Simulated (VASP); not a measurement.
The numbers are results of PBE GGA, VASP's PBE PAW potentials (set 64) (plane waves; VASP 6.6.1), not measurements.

A VASP calculation is set up with these files.

### INCAR
```
# general
SYSTEM =CuZn
PREC   =Accurate
ENCUT  =300   # plane-wave cut-off (eV)
LREAL  =.FALSE.
LASPH  =.TRUE.   # aspherical one-centre terms

# electronic loop
EDIFF  =1E-6   # SCF stop (eV)
NELM   =100
ALGO   =Normal   # blocked Davidson
LMAXMIX=4   # l cut-off of mixed one-centre charges

# smearing
ISMEAR =1
SIGMA  =0.1   # width (eV)

# functional
GGA    =PE

# spin
ISPIN  =2
MAGMOM =0.0 0.25

# ions
ISIF   =2   # forces and stress, cell fixed

# output
LWAVE  =.FALSE.
LCHARG =.FALSE.
LORBIT =11   # lm-projected
```

### POSCAR
```
CuZn
1
    2.9500000000     0.0000000000     0.0000000000
    0.0000000000     2.9500000000     0.0000000000
    0.0000000000     0.0000000000     2.9500000000
Zn Cu
1 1
Direct
  0.5000000000   0.5000000000   0.5000000000
  0.0000000000   0.0000000000   0.0000000000
```

**KPOINTS**
```
Automatic mesh
0
Gamma
11 11 11
0.5 0.5 0.5
```

POTCAR, in this order: Zn Cu (PBE.64 set). Program: vasp_std.

What VASP printed:

OSZICAR:
```
       N       E                     dE             d eps       ncg     rms          rms(c)
DAV:   1     0.892369088910E+02    0.89237E+02   -0.83421E+03  3504   0.170E+03
DAV:   2    -0.407066131106E+01   -0.93308E+02   -0.90927E+02  3374   0.277E+02
DAV:   3    -0.606328479976E+01   -0.19926E+01   -0.19893E+01  4172   0.538E+01
DAV:   4    -0.607472809464E+01   -0.11443E-01   -0.11442E-01  3879   0.358E+00
DAV:   5    -0.607487214973E+01   -0.14406E-03   -0.14405E-03  4407   0.436E-01    0.959E+00
DAV:   6    -0.594363559000E+01    0.13124E+00   -0.17147E+01  3748   0.102E+02    0.603E+00
DAV:   7    -0.501562494627E+01    0.92801E+00   -0.38335E+00  3566   0.988E+01    0.222E+00
DAV:   8    -0.501876522231E+01   -0.31403E-02   -0.19096E-01  4534   0.587E+00    0.127E+00
DAV:   9    -0.500906239785E+01    0.97028E-02   -0.22367E-02  3935   0.369E+00    0.518E-02
DAV:  10    -0.500907743970E+01   -0.15042E-04   -0.54114E-04  4783   0.367E-01    0.265E-02
DAV:  11    -0.500907975719E+01   -0.23175E-05   -0.10392E-05  4495   0.533E-02    0.186E-02
DAV:  12    -0.500907911946E+01    0.63773E-06   -0.89074E-07  2709   0.220E-02
   1 F= -.50090791E+01 E0= -.50089483E+01  d E =-.392540E-03  mag=     0.0000
```

File OUTCAR:
```
------------------------ aborting loop because EDIFF is reached ----------------------------------------
  FORCE on cell =-STRESS in cart. coord.  units (eV):
  Direction    XX          YY          ZZ          XY          YZ          ZX
  --------------------------------------------------------------------------------------
  Total        0.0942653      0.0942653      0.0942653      0.0000000      0.0000000     -0.0000000
  in kB        5.8829658      5.8829658      5.8829658      0.0000000      0.0000000     -0.0000000
  external PRESSURE =       5.8829658 kB  Pullay stress =       0.0000000 kB
  volume of cell :       25.67
      direct lattice vectors                 reciprocal lattice vectors
     2.950000000  0.000000000  0.000000000     0.338983051  0.000000000  0.000000000
     0.000000000  2.950000000  0.000000000     0.000000000  0.338983051  0.000000000
     0.000000000  0.000000000  2.950000000     0.000000000  0.000000000  0.338983051
 POSITION                                       TOTAL-FORCE (eV/Angst)
 -----------------------------------------------------------------------------------
      1.47500      1.47500      1.47500         0.000000      0.000000      0.000000
      0.00000      0.00000      0.00000         0.000000      0.000000      0.000000
 -----------------------------------------------------------------------------------
    total drift:                                0.000000     -0.000000      0.000000
  FREE ENERGIE OF THE ION-ELECTRON SYSTEM (eV)
  ---------------------------------------------------
  free  energy   TOTEN  =        -5.0090791195 eV

  energy  without entropy=       -5.0086865794  energy(sigma->0) =       -5.00894827

 total charge

# of ion       s       p       d       tot
------------------------------------------
    1        0.583   0.518   9.728  10.829
    2        0.427   0.378   9.181   9.986
--------------------------------------------------
tot          1.009   0.895  18.910  20.814

 magnetization (x)

# of ion       s       p       d       tot
------------------------------------------
    1        0.000   0.000  -0.000   0.000
    2       -0.000  -0.000   0.000   0.000
--------------------------------------------------
tot         -0.000  -0.000   0.000   0.000
```
(Selected blocks of OUTCAR.)

At this cut-off the stress carries a Pulay error, which pulls relaxed volumes low.

The structure is a typed CuZn crystal. The cell was not relaxed at this level. The run is one of a series of settings (ISPIN = 2, MAGMOM = 0.0 0.25 against the base run), some of them coarse on purpose.
